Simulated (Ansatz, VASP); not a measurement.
# Be2GeN2: VASP beside Ansatz

```
Be Ge N
1.0
     3.56186    0.00000    0.00000
     0.00000    3.56186    0.00000
     0.00000    0.00000    4.35740
Be Ge N
2 1 2
Direct
  0.00000 0.00000 0.50000
  0.50000 0.50000 0.00000
  0.00000 0.00000 0.00000
  0.50000 0.00000 0.77228
  0.00000 0.50000 0.22772
```

Change from the starting cell: ordered mixture with vacancies on the cation sites of antifluorite (P-4m2, No. 115).

Alike in both runs: functional PBE; k mesh 10 × 10 × 10; occupations gaussian, width 0.1 eV; no spin polarisation.

Ansatz relaxed the structure, and its values are those at the end. VASP's run is a single point on that final structure, the one shown.

```csv
,VASP,Ansatz
version,VASP 6.6.1,Ansatz 0.2.0
potentials or method,"VASP PAW PBE potentials, release 64 (Be, Ge_d, N)","scalar-relativistic, plane waves, PAW"
plane-wave cutoff (eV),520,420
valence electrons in the cell,28,28
```

```csv
,VASP,Ansatz,Ansatz less VASP
gap on the k mesh at the Fermi level (eV),none,none,-
pressure (GPa),0.2,0.0,-0.14
rms of the force components (eV/Å),0.005,0.000,-0.0051
```

A gap of «none» marks a metal or a gap that the smearing closes.
